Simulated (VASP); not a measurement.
Here is the system:

```yaml
crystal:
  lattice:
    - [2.14048, -5.91970, 0.00000]
    - [2.14048, 5.91970, 0.00000]
    - [0.00000, 0.00000, 4.74168]
  atoms:
    - { symbol: Tl, position: [0.39379, 0.60621, 0.75000] }
    - { symbol: Tl, position: [0.60621, 0.39379, 0.25000] }
    - { symbol: Br, position: [0.86318, 0.13682, 0.25000] }
    - { symbol: Br, position: [0.13682, 0.86318, 0.75000] }
```

The numbers are results of LDA (Ceperley-Alder, Perdew-Zunger), VASP's LDA PAW potentials (set 64) (plane waves; VASP 6.6.1), not measurements. Settings: 400 eV cut-off, 6×6×5 Γ-centred mesh, tetrahedra with Blöchl corrections, potentials Tl_d Br.

Q: What does the run give for the energy per atom (σ→0)?

A: 
```yaml
energy per atom (σ→0): -3280 meV/atom
```

Only differences to runs with the same potentials and settings are physical.

The structure comes from a computed database's TlBr entry (Cmcm); how it stands against other phases isn't given here. It was relaxed first, which changed the volume by -12 %.
